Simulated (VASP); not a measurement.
# Al8Co8F (a cell with a defect) in VASP: relaxation of the atoms with PBE

Aim: the relaxation of the atoms of Al8Co8F (a cell with a defect) with PBE.

Everything below comes from runs of VASP 6.6.1. Logs are shortened: lines on timing, memory, paths and dates and some standing lists are left out, and cuts for length are marked.

## 1. The crystal as given

The cell holds a defect, 17 atoms: a = 5.966 Å, b = 5.966 Å, c = 5.966 Å, α = 90.00°, β = 90.00°, γ = 90.00°.

The cell was built by a generator and needn't be a form met in nature.

## 2. Relaxation of the atoms, PBE

Contents of INCAR:

```
PREC     = Accurate       # precision mode
ENCUT    = 520            # plane-wave cutoff, eV
EDIFF    = 1E-7           # SCF threshold, eV
ISMEAR   = -1             # smearing method
SIGMA    = 1.0            # smearing width, eV
LREAL    = Auto         
LASPH    = True           # aspherical terms in the spheres
NELM     = 100            # most SCF steps
ALGO     = Fast           # electronic algorithm
ISIF     = 2              # what is computed and relaxed
LWAVE    = False          # write WAVECAR
LCHARG   = False          # write CHGCAR
GGA      = PE             # functional
IBRION   = 2              # ionic algorithm
NSW      = 90             # ionic steps
EDIFFG   = -0.02          # ionic threshold
```

Contents of KPOINTS:

```
regular mesh
0
Gamma
  3 3 3
```

Contents of POSCAR:

```
Al8Co8F
1.0
    5.9662449500      0.0000000000      0.0000000000
    0.0000000000      5.9662449500      0.0000000000
    0.0000000000      0.0000000000      5.9662449500
Al Co F
8 8 1
Direct
    0.0000000000      0.0000000000      0.0000000000
    0.0000000000      0.0000000000      0.5000000000
    0.0000000000      0.5000000000      0.0000000000
    0.0000000000      0.5000000000      0.5000000000
    0.5000000000      0.0000000000      0.0000000000
    0.5000000000      0.0000000000      0.5000000000
    0.5000000000      0.5000000000      0.0000000000
    0.5000000000      0.5000000000      0.5000000000
    0.2500000000      0.2500000000      0.2500000000
    0.2500000000      0.2500000000      0.7500000000
    0.2500000000      0.7500000000      0.2500000000
    0.2500000000      0.7500000000      0.7500000000
    0.7500000000      0.2500000000      0.2500000000
    0.7500000000      0.2500000000      0.7500000000
    0.7500000000      0.7500000000      0.2500000000
    0.7500000000      0.7500000000      0.7500000000
    0.2500000000      0.0000000000      0.1250000000
```

Potentials or basis: VASP PAW PBE potentials, release 64 (Al, Co, F).

Run with:

```sh
$ cat potpaw_PBE.64/Al/POTCAR potpaw_PBE.64/Co/POTCAR potpaw_PBE.64/F/POTCAR > POTCAR
$ mpirun -np 1 vasp_std > vasp.out
```

OUTCAR:

```text
PREC = Accurate
   ENCUT = 520
   EDIFF = 1E-7
   ISMEAR = -1
   LREAL = Auto
   LASPH = True
   NELM = 100
   ISIF = 2
   GGA = PE
   IBRION = 2
   NSW = 90
   EDIFFG = -0.02

 ion  position               nearest neighbor table
   1  0.000  0.000  0.000-  17 1.67  10 2.58  11 2.58  12 2.58  13 2.58  14 2.58  15 2.58  16 2.58
                             9 2.58   2 2.98   3 2.98   5 2.98   2 2.98   3 2.98   5 2.98
   2  0.000  0.000  0.500-   9 2.58  10 2.58  11 2.58  12 2.58  13 2.58  14 2.58  15 2.58  16 2.58
                             6 2.98   1 2.98   4 2.98   1 2.98   4 2.98   6 2.98
   3  0.000  0.500  0.000-   9 2.58  10 2.58  11 2.58  12 2.58  13 2.58  14 2.58  15 2.58  16 2.58
                             7 2.98   1 2.98   4 2.98   4 2.98   1 2.98   7 2.98
   4  0.000  0.500  0.500-   9 2.58  10 2.58  11 2.58  12 2.58  13 2.58  14 2.58  15 2.58  16 2.58
                             8 2.98   2 2.98   3 2.98   3 2.98   2 2.98   8 2.98
   5  0.500  0.000  0.000-  17 1.67  10 2.58  11 2.58  12 2.58  13 2.58  14 2.58  15 2.58  16 2.58
                             9 2.58   1 2.98   6 2.98   7 2.98   6 2.98   7 2.98   1 2.98
   6  0.500  0.000  0.500-   9 2.58  10 2.58  11 2.58  12 2.58  13 2.58  14 2.58  15 2.58  16 2.58
                             8 2.98   2 2.98   5 2.98   5 2.98   8 2.98   2 2.98
   7  0.500  0.500  0.000-   9 2.58  10 2.58  11 2.58  12 2.58  13 2.58  14 2.58  15 2.58  16 2.58
                             8 2.98   3 2.98   5 2.98   8 2.98   5 2.98   3 2.98
   8  0.500  0.500  0.500-   9 2.58  10 2.58  11 2.58  12 2.58  13 2.58  14 2.58  15 2.58  16 2.58
                             7 2.98   4 2.98   6 2.98   7 2.98   6 2.98   4 2.98
   9  0.250  0.250  0.250-  17 1.67   2 2.58   3 2.58   4 2.58   5 2.58   6 2.58   7 2.58   8 2.58
                             1 2.58  11 2.98  13 2.98  10 2.98  10 2.98  11 2.98  13 2.98
  10  0.250  0.250  0.750-   1 2.58   2 2.58   3 2.58   4 2.58   5 2.58   6 2.58   7 2.58   8 2.58
                             9 2.98  12 2.98  14 2.98   9 2.98  12 2.98  14 2.98
  11  0.250  0.750  0.250-  17 1.67   2 2.58   3 2.58   4 2.58   5 2.58   6 2.58   7 2.58   8 2.58
                             1 2.58  12 2.98  15 2.98   9 2.98  12 2.98   9 2.98  15 2.98
  12  0.250  0.750  0.750-   1 2.58   2 2.58   3 2.58   4 2.58   5 2.58   6 2.58   7 2.58   8 2.58
                            10 2.98  11 2.98  16 2.98  11 2.98  10 2.98  16 2.98
  13  0.750  0.250  0.250-   1 2.58   2 2.58   3 2.58   4 2.58   5 2.58   6 2.58   7 2.58   8 2.58
                             9 2.98  14 2.98  15 2.98  14 2.98  15 2.98   9 2.98
  14  0.750  0.250  0.750-   1 2.58   2 2.58   3 2.58   4 2.58   5 2.58   6 2.58   7 2.58   8 2.58
                            10 2.98  13 2.98  16 2.98  13 2.98  16 2.98  10 2.98
  15  0.750  0.750  0.250-   1 2.58   2 2.58   3 2.58   4 2.58   5 2.58   6 2.58   7 2.58   8 2.58
                            11 2.98  13 2.98  16 2.98  16 2.98  13 2.98  11 2.98
  16  0.750  0.750  0.750-   1 2.58   2 2.58   3 2.58   4 2.58   5 2.58   6 2.58   7 2.58   8 2.58
                            12 2.98  14 2.98  15 2.98  15 2.98  14 2.98  12 2.98
  17  0.250  0.000  0.125-   1 1.67   5 1.67   9 1.67  11 1.67

  LATTYP: Found a simple cubic cell.
 ALAT       =     5.9662449500

  Lattice vectors:

 A1 = (   5.9662449500,   0.0000000000,   0.0000000000)
 A2 = (   0.0000000000,   5.9662449500,   0.0000000000)
 A3 = (   0.0000000000,   0.0000000000,   5.9662449500)

Analysis of symmetry for initial positions (statically):
=====================================================================
 Subroutine PRICEL returns:
 Original cell was already a primitive cell.

 Routine SETGRP: Setting up the symmetry group for a
 simple cubic supercell.

 Subroutine GETGRP returns: Found  4 space group operations
 (whereof  2 operations were pure point group operations)
 out of a pool of 48 trial point group operations.

The static configuration has the point symmetry C_1h.
 The point group associated with its full space group is C_2v.

Analysis of symmetry for dynamics (positions and initial velocities):
=====================================================================
 Subroutine PRICEL returns:
 Original cell was already a primitive cell.

 Routine SETGRP: Setting up the symmetry group for a
 simple cubic supercell.

 Subroutine GETGRP returns: Found  4 space group operations
 (whereof  2 operations were pure point group operations)
 out of a pool of 48 trial point group operations.

The dynamic configuration has the point symmetry C_1h.
 The point group associated with its full space group is C_2v.

 Subroutine INISYM returns: Found  4 space group operations
 (whereof  2 operations are pure point group operations),
 and found     1 'primitive' translations

----------------------------------------------------------------------------------------

                                     Primitive cell

  volume of cell :     212.3749

  direct lattice vectors                    reciprocal lattice vectors
     5.966244950  0.000000000  0.000000000     0.167609612  0.000000000  0.000000000
[... 63 lines left out ...]
  Shift w.r.t. Gamma in fractional coordinates (k-lattice)
     0.000000000  0.000000000  0.000000000

 Subroutine IBZKPT returns following result:
 ===========================================

 Found      8 irreducible k-points:

 Following reciprocal coordinates:
            Coordinates               Weight
  0.000000  0.000000  0.000000      1.000000
  0.333333  0.000000  0.000000      2.000000
  0.000000  0.333333  0.000000      2.000000
  0.000000  0.000000  0.333333      2.000000
  0.333333  0.333333  0.000000      4.000000
  0.000000  0.333333  0.333333      4.000000
  0.333333  0.000000  0.333333      4.000000
  0.333333  0.333333  0.333333      8.000000
   k-points           NKPTS =      8   k-points in BZ     NKDIM =      8   number of bands    NBANDS=     61
   number of dos      NEDOS =    301   number of ions     NIONS =     17
   total plane-waves  NPLWV = 110592
   dimension x,y,z NGX =    48 NGY =   48 NGZ =   48
   dimension x,y,z NGXF=    96 NGYF=   96 NGZF=   96
   ions per type =               8   8   1
   NGX,Y,Z   is equivalent  to a cutoff of  13.37, 13.37, 13.37 a.u.
   NGXF,Y,Z  is equivalent  to a cutoff of  26.75, 26.75, 26.75 a.u.
 SYSTEM =  unknown system
   PREC   = accura    normal or accurate (medium, high low for compatibility)
   ISTART =      0    job   : 0-new  1-cont  2-samecut
   ICHARG =      2    charge: 1-file 2-atom 10-const
   ISPIN  =      1    spin polarized calculation?
   LNONCOLLINEAR =      F non collinear calculations
   LSORBIT =      F    spin-orbit coupling
   LASPH  =      T    aspherical Exc in radial PAW
   ENCUT  =  520.0 eV  38.22 Ry    6.18 a.u.  11.09 11.09 11.09*2*pi/ulx,y,z
   NELM   =    100;   NELMIN=  2; NELMDL= -5     # of ELM steps
   EDIFF  = 0.1E-06   stopping-criterion for ELM
   LREAL  =      T    real-space projection
   EDIFFG = -.2E-01   stopping-criterion for IOM
   NSW    =     90    number of steps for IOM
   IBRION =      2    ionic relax: 0-MD 1-quasi-New 2-CG
   NFREE  =      1    steps in history (QN), initial steepest desc. (CG)
   ISIF   =      2    stress and relaxation
   ISYM   =      2    0-nonsym 1-usesym 2-fastsym
   POTIM  = 0.5000    time-step for ionic-motion
   TEBEG  =    0.0;   TEEND  =   0.0 temperature during run
   PSTRESS=    0.0 pullay stress
   NELECT =     103.0000    total number of electrons
   NUPDOWN=      -1.0000    fix difference up-down
   EMIN   =  10.00;   EMAX   =-10.00  energy-range for DOS
   EFERMI =   0.00;   METHOD = LEGACY
   ISMEAR =    -1;   SIGMA  =   1.00  broadening in eV -4-tet -1-fermi 0-gaus
   EFERMI_NEDOS =   21; number of points for ismear=-14 and -15
   IALGO  =     68    algorithm
   IMIX   =      4    mixing-type and parameters
     AMIX     =   0.40;   BMIX     =  1.00
     AMIX_MAG =   1.60;   BMIX_MAG =  1.00
  volume/ion in A,a.u.               =      12.49        84.30
  Fermi-wavevector in a.u.,A,eV,Ry     =   1.286233  2.430627 22.509399  1.654394
  Thomas-Fermi vector in A             =   2.418319
   LORBIT       =      0    0 simple, 1 ext, 2 COOP (PROOUT), +10 PAW based schemes
   GGA     = PE    functional components
   LHFCALC =     F    Hartree Fock is set to
   AEXX    =    0.0000 exact exchange contribution
   IVDW    =     0    specifies the selected vdW correction
   LEPSILON=     F    determine dielectric tensor
   LRPA    =     F    only Hartree local field effects (RPA)
 conjugate gradient relaxation of ions
 non-spin polarized calculation
 RMM-DIIS sequential band-by-band and
  energy-cutoff  :      520.00
  volume of cell :      212.37
 maximum number of plane-waves:      5746
 NGX is ok and might be reduce to    48
   NGX = 23   NGY = 23   NGZ = 23

--------------------------------------- Ionic step        1  -------------------------------------------

 number of electron     102.9999916 magnetization

 Free energy of the ion-electron system (eV)
  ---------------------------------------------------
  ext. energy  EPLUGINS =         0.00000000
  ---------------------------------------------------
  free energy    TOTEN  =      -112.29455701 eV

  energy without entropy =      -77.30166970  energy(sigma->0) =      -94.79811336

------------------------ aborting loop EDIFF was not reached (unconverged)  ----------------------------

  FORCE on cell =-STRESS in cart. coord.  units (eV):
  Direction    XX          YY          ZZ          XY          YZ          ZX
  --------------------------------------------------------------------------------------
  -------------------------------------------------------------------------------------
  Total       12.8897112     22.1554788     13.9814764      0.0000000      0.0000000      0.0000000
  in kB       97.2412490    167.1431115    105.4776334      0.0000000      0.0000000      0.0000000
  external PRESSURE =     123.2873313 kB  Pullay stress =       0.0000000 kB
[... 134 lines left out ...]
  FREE ENERGIE OF THE ION-ELECTRON SYSTEM (eV)
  ---------------------------------------------------
  free  energy   TOTEN  =      -116.1928292345 eV

  energy  without entropy=      -81.0620632134  energy(sigma->0) =      -98.62744622

[... ionic steps 4 to 16 ...]

--------------------------------------- Ionic step       17  -------------------------------------------

 number of electron     102.9999983 magnetization

------------------------ aborting loop because EDIFF is reached ----------------------------------------
[... 97 lines left out ...]
--------------------------------------- Ionic step       19  -------------------------------------------

 number of electron     102.9999984 magnetization

 Free energy of the ion-electron system (eV)
  ---------------------------------------------------
  ext. energy  EPLUGINS =         0.00000000
  ---------------------------------------------------
  free energy    TOTEN  =      -116.62866753 eV

  energy without entropy =      -81.30986495  energy(sigma->0) =      -98.96926624

 E-fermi :   9.7745     XC(G=0): -11.7701

 val. band max:        9.7577517788   @ k =   0.3333   0.3333   0.3333
 cond. band min:       9.7757657267   @ k =   0.3333   0.0000   0.3333
 fundamental gap:      0.0180139479
 Fermi energy:         9.7744745184

 k-point     1 :       0.0000    0.0000    0.0000
  band No.  band energies     occupation
      1     -18.1157      2.00000
      2      -1.0338      1.99996
      3      -0.9174      1.99995
      4      -0.1445      1.99990
      5       0.0466      1.99988
      6       2.5970      1.99847
[... 545 lines left out ...]
  FREE ENERGIE OF THE ION-ELECTRON SYSTEM (eV)
  ---------------------------------------------------
  free  energy   TOTEN  =      -116.6286675293 eV

  energy  without entropy=      -81.3098649533  energy(sigma->0) =      -98.96926624

 reached required accuracy - stopping structural energy minimisation
```

Run time: 45 min. Hardware: 1 thread of Intel Xeon 6975P-C (Granite Rapids), shared host; peak memory 0.41 GiB.

What came out:

* Free energy: -116.6287 eV
* Energy gained by relaxing: 254.9 meV/atom
* Ionic steps: 19
* Pressure after relaxing: 7.5 GPa
* Largest force after relaxing: 0.017 eV/Å
* Band gap on the k mesh: none (metal or under the smearing width)

Forces in eV/Å, atoms in the order of the input:
```
Al  -0.006  0.000  0.004
Al   0.008  0.000  0.000
Al  -0.007  0.000  0.001
Al   0.003  0.000 -0.002
Al   0.006  0.000  0.004
Al  -0.008  0.000  0.000
Al   0.007  0.000  0.001
Al  -0.003  0.000 -0.002
Co   0.000  0.002  0.004
Co   0.000  0.003 -0.002
Co   0.000 -0.002  0.004
Co   0.000 -0.003 -0.002
Co   0.000 -0.017 -0.004
Co   0.000  0.003  0.003
Co   0.000  0.017 -0.004
Co   0.000 -0.003  0.003
F    0.000  0.000 -0.009
```

Stress tensor (GPa, compression positive):
```
6.51 0.00 0.00
0.00 7.24 0.00
0.00 0.00 8.86
```

The path:
```
step  energy change (eV)  largest force (eV/Å)  pressure (GPa)
   1              0.0000                9.4774           12.33
   2             -3.2060                3.6559            9.15
   3             -3.8983                1.2710            7.21
   4             -3.9148                1.3914            7.32
   5             -4.1268                0.5545            6.92
   6             -4.1710                0.5341            6.88
   7             -4.2256                0.2618            7.03
   8             -4.2406                0.3612            7.24
   9             -4.2777                0.2349            7.30
  10             -4.2917                0.2889            7.45
  11             -4.3146                0.1518            7.38
  12             -4.3151                0.1758            7.37
  13             -4.3266                0.1076            7.45
  14             -4.3298                0.0813            7.52
  15             -4.3329                0.0441            7.54
  16             -4.3331                0.0510            7.55
  17             -4.3337                0.0441            7.53
  18             -4.3338                0.0313            7.53
  19             -4.3341                0.0174            7.54
```

Final structure:
```cif
data_structure
_symmetry_space_group_name_H-M 'P 1'
_symmetry_Int_Tables_number 1
_cell_length_a 5.9662
_cell_length_b 5.9662
_cell_length_c 5.9662
_cell_angle_alpha 90.000
_cell_angle_beta 90.000
_cell_angle_gamma 90.000
_cell_volume 212.37
loop_
_atom_site_label
_atom_site_type_symbol
_atom_site_fract_x
_atom_site_fract_y
_atom_site_fract_z
_atom_site_occupancy
Al1 Al 0.97314 0.00000 0.96921 1
Al2 Al 0.99138 0.00000 0.51100 1
Al3 Al 0.00636 0.50000 0.00674 1
Al4 Al 0.97260 0.50000 0.50066 1
Al5 Al 0.52686 0.00000 0.96921 1
Al6 Al 0.50862 0.00000 0.51100 1
Al7 Al 0.49364 0.50000 0.00674 1
Al8 Al 0.52740 0.50000 0.50066 1
Co1 Co 0.25000 0.29368 0.29515 1
Co2 Co 0.25000 0.26878 0.72518 1
Co3 Co 0.25000 0.70632 0.29515 1
Co4 Co 0.25000 0.73122 0.72518 1
Co5 Co 0.75000 0.23381 0.24213 1
Co6 Co 0.75000 0.26872 0.75968 1
Co7 Co 0.75000 0.76619 0.24213 1
Co8 Co 0.75000 0.73128 0.75968 1
F1 F 0.25000 0.00000 0.10550 1
```

Levels at points of the mesh, in eV from the Fermi level:
```tsv
k point	band 52	band 53	band 54	band 55	band 56	band 57	band 58	band 59	band 60	band 61
(0.00, 0.00, 0.00)	-0.96	-0.95	-0.83	-0.66	-0.51	-0.41	1.21	1.38	1.52	1.96
```

Caveat: an odd number of electrons without spin polarisation forces a metal; a magnetic or distorted state may lie lower; the run has no spin polarisation, though such a crystal can be magnetic; semilocal functionals often make such compounds metallic where correlation or magnetic order opens a gap, which also shifts bond lengths. With open d or f shells a metallic result of PBE can be an artefact of self-interaction; +U or a hybrid may open a gap.
